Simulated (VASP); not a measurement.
Data:

```yaml
crystal:
  lattice:
    - [4.96259, 0.00000, 0.00000]
    - [-2.48130, 4.29773, 0.00000]
    - [0.00000, 0.00000, 3.08428]
  atoms:
    - { symbol: Hf, position: [0.66667, 0.33333, 0.50000] }
    - { symbol: Hf, position: [0.33333, 0.66667, 0.50000] }
    - { symbol: Hf, position: [0.00000, 0.00000, 0.00000] }
```

Level of theory: r2SCAN meta-GGA, VASP's PBE PAW potentials (set 64) (plane waves; VASP). Run with 400 eV cut-off, 8×8×11 Γ-centred mesh, tetrahedra with Blöchl corrections, potentials Hf_pv.

Unless said otherwise, spin-orbit coupling is left out, though it shifts the bands of the heavy elements here.

**Question.** What does the run give for the energy per atom (σ→0), band gap (over mesh and band path) with the smallest direct gap where there is one?

**Answer.** 
```json
{
 "band gap (over mesh and band path)": "none (metal, semimetal or under 0.01 eV)",
 "energy per atom (σ→0)": "-45.117 eV/atom"
}
```

Only differences to runs with the same potentials and settings are physical.

The structure comes from a computed database's Hf entry (P6/mmm); how it stands against other phases isn't given here. It was relaxed first.
